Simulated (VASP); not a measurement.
```xyz
2
Lattice="0.0000 2.7103 2.7103 2.7103 0.0000 2.7103 2.7103 2.7103 0.0000" Properties=species:S:1:pos:R:3 pbc="T T T"
K      0.0000     0.0000     0.0000
F      2.7103     2.7103     2.7103
```

All values below come from PBE GGA, VASP's PBE PAW potentials (set 64) (plane waves; VASP). Run with 620 eV cut-off, 8×8×8 Γ-centred mesh, Gaussian smearing of 0.050 eV, potentials K_sv F.

What does the run give for the energy per atom (σ→0), band gap (on the k-mesh) with the smallest direct gap where there is one?

```
Quantity                                      Value
-----------------------------------  --------------
band gap (on the k-mesh)                    5.95 eV
smallest direct gap (on the k-mesh)         5.95 eV
energy per atom (σ→0)                -4.151 eV/atom
```

Total energies compare only between runs with the same potentials, cut-off and functional.

The compound is KF in the rock salt structure. It was relaxed first.
